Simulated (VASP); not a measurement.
```
MoS2
1.0
    1.55968    -2.70145     0.00000
    1.55968     2.70145     0.00000
    0.00000     0.00000    12.17118
Mo S
2 4
Direct
  0.33333   0.66667   0.25000
  0.66667   0.33333   0.75000
  0.33333   0.66667   0.87747
  0.66667   0.33333   0.37747
  0.66667   0.33333   0.12253
  0.33333   0.66667   0.62253
```

All values below come from vdW-DF-cx, VASP's PBE PAW potentials (set 64) (plane waves; VASP 6.6.1). Run with 520 eV cut-off, 8×8×2 Γ-centred mesh, Gaussian smearing of 0.050 eV, potentials Mo_sv S.

Task: The ions and cell shape at fixed volume are relaxed. Predict the relaxed structure.

Result: 
```
MoS2
1.0
    1.56935    -2.71820     0.00000
    1.56935     2.71820     0.00000
    0.00000     0.00000    12.02165
Mo S
2 4
Direct
  0.33333   0.66667   0.25000
  0.66667   0.33333   0.75000
  0.33333   0.66667   0.88049
  0.66667   0.33333   0.38049
  0.66667   0.33333   0.11951
  0.33333   0.66667   0.61951
```
Space group P6_3/mmc (194), at a tolerance of 0.03 Å.

Task: How much energy does the relaxation gain?

Result: The energy (σ→0) changes by -6.0 meV/atom, in 5 ionic steps.

The compound is MoS2 in the 2H layered structure. This cell is one point of a volume scan, at 0.97 of the reference volume. Symmetry was kept, so distortions that lower it aren't found.
